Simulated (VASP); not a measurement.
## RuAl (relaxed from the CsCl type structure, space group Pm-3m): computed properties

Calculation: PBEsol GGA, VASP's PBE PAW potentials (set 64) (plane waves; VASP 6.6.1).

| Property | Result |
|---|---|
| space group | Pm-3m (221) |
| cell | a = b = c = 2.9747 Å, α = β = γ = 90.00° |
| volume per atom | 13.16 Å³/atom |
| band gap (over mesh and band path) | none (metal, semimetal or under 0.01 eV) |
| density | 8.08 g/cm³ |

Space group Pm-3m (No. 221); a = b = c = 2.975 Å, α = β = γ = 90.00°

| atom | site | symmetry | x | y | z |
|---|---|---|---|---|---|
| Ru | 1a | m-3m | 0.0000 | 0.0000 | 0.0000 |
| Al | 1b | m-3m | 0.5000 | 0.5000 | 0.5000 |

The structure was generated: RuAl was put into the CsCl type type (Pm-3m), which need not be its known phase. It was relaxed first, which changed the volume by -37 %. Symmetry was kept, so distortions that lower it aren't found. The electron count is odd and the run is not spin-polarised, which forces a metal.
